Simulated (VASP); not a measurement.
Write the native input for VASP 6.6.1 that does the following.

- Task: band structure
- Functional: optB88-vdW
- Potentials or basis: VASP PAW PBE potentials, release 64 (Hf_pv, In_d, Si, O)
- Cutoff: 520 eV
- k mesh: 6 × 6 × 4
- Occupations: fermi-dirac, width 0.05 eV
- Spin: no spin polarisation
- Further INCAR settings: ALGO = Fast; EDIFF = 1e-07

HfIn4SiO6:

```xyz
12
Lattice="2.7126 -4.6940 0.0078 2.7126 4.6940 0.0078 -1.8779 0.0000 7.2734" Properties=species:S:1:pos:R:3 pbc="T T T"
Hf    0.8347   -2.7062    7.2813
In    1.7737   -1.1446    3.6445
In    0.8347    0.4226    7.2813
In    1.7737    2.0305    3.6445
In    1.7737   -4.3029    3.6445
Si    0.8347    3.5520    7.2813
O    -1.1533    0.2483    6.2914
O     4.7006    0.2483    0.9977
O     1.9863   -1.2127    6.2996
O     1.5610   -1.2127    0.9895
O     1.8667    2.2320    0.9900
O     1.6806    2.2320    6.2990
```

The cell was built by a generator and needn't be a form met in nature.

One way to write it, as run:

POSCAR

```
HfIn4SiO6                               
1.0
    2.7126068223     -4.6940261201      0.0078250414
    2.7126068223      4.6940261201      0.0078250414
   -1.8778737430      0.0000000000      7.2734258129
  Hf              In              Si              O             
     1     4     1     6
Direct
     0.7882644767837279    0.2117355232162721    1.0000000000000000
     0.6219163326709790    0.3780836673290211    0.5000000000000000
     0.4549873356531250    0.5450126643468748    1.0000000000000000
     0.2837139271593440    0.7162860728406559    0.5000000000000000
     0.9583351932757455    0.0416648067242546    0.5000000000000000
     0.1216512886335503    0.8783487113664499    1.0000000000000000
     0.0603175932648476    0.1132092379370895    0.8647982839935157
     0.8867907620629106    0.9396824067351524    0.1352017160064845
     0.7946012197127165    0.5362411211383986    0.8646734292451910
     0.4637588788616013    0.2053987802872836    0.1353265707548091
     0.1531606473310677    0.6286576554096270    0.1352759928532685
     0.3713423445903729    0.8468393526689324    0.8647240071467314
```

INCAR.step1

```
PREC = Accurate
ENCUT = 520
EDIFF = 1E-7
ISMEAR = -1
SIGMA = 0.05
LREAL = False
LASPH = True
NELM = 60
ALGO = Fast
ISIF = 2
LWAVE = False
LCHARG = True
LMAXMIX = 4
GGA = BO
LUSE_VDW = True
AGGAC = 0.0
PARAM1 = 0.1833333333
PARAM2 = 0.22
KPAR = 4
```

KPOINTS.step1

```
Automatic mesh
0
Gamma
  6 6 4
```

INCAR.step2

```
PREC = Accurate
ENCUT = 520
EDIFF = 1E-7
ISMEAR = 0
SIGMA = 0.05
LREAL = False
LASPH = True
NELM = 60
ALGO = Fast
ISIF = 2
LWAVE = False
LCHARG = False
LMAXMIX = 4
GGA = BO
LUSE_VDW = True
AGGAC = 0.0
PARAM1 = 0.1833333333
PARAM2 = 0.22
KPAR = 4
ICHARG = 11
```

KPOINTS.step2

```
path GYFHZIF1,H1Y1XGN,MG
10
line-mode
reciprocal
 0.0000000000  0.0000000000  0.0000000000  G
-0.3333490070 -0.3333490070  0.0569735895  Y

-0.3333490070 -0.3333490070  0.0569735895  Y
-0.3635935574 -0.3635935574  0.4067587612  F

-0.3635935574 -0.3635935574  0.4067587612  F
-0.3031044566 -0.3031044566  0.7071884177  H

-0.3031044566 -0.3031044566  0.7071884177  H
 0.0000000000  0.0000000000  0.5000000000  Z

 0.0000000000  0.0000000000  0.5000000000  Z
-0.5000000000  0.5000000000  0.5000000000  I

-0.5000000000  0.5000000000  0.5000000000  I
-0.6364064426  0.3635935574  0.5932412388  F1

-0.6968955434  0.3031044566  0.2928115823  H1
-0.6666509930  0.3333490070 -0.0569735895  Y1

-0.6666509930  0.3333490070 -0.0569735895  Y1
-0.5000000000  0.5000000000  0.0000000000  X

-0.5000000000  0.5000000000  0.0000000000  X
 0.0000000000  0.0000000000  0.0000000000  G

 0.0000000000  0.0000000000  0.0000000000  G
-0.5000000000  0.0000000000  0.0000000000  N

-0.5000000000  0.0000000000  0.5000000000  M
 0.0000000000  0.0000000000  0.0000000000  G
```

Potentials or basis: VASP PAW PBE potentials, release 64 (Hf_pv, In_d, Si, O).

The run is started by

```sh
$ cat potpaw_PBE.64/Hf_pv/POTCAR potpaw_PBE.64/In_d/POTCAR potpaw_PBE.64/Si/POTCAR potpaw_PBE.64/O/POTCAR > POTCAR
$ cp INCAR.step1 INCAR
$ cp KPOINTS.step1 KPOINTS
$ mpirun -np 4 vasp_std > vasp.out
$ cp INCAR.step2 INCAR
$ cp KPOINTS.step2 KPOINTS
$ mpirun -np 4 vasp_std > vasp.out
```

Results of the run:

```yaml
Band_gap_along_the_path: none (metal or under the smearing width)
```

Caveat: the log is that of the step along the path at fixed density, whose energy, stress, charges and moments have no meaning; spin-orbit coupling is left out, which moves the levels of the heavy elements.

Run time: 10 min on 4 MPI ranks on Intel(R) Xeon(R) 6975P-C (Granite Rapids), on a shared host, peak memory 1.4 GiB a rank.
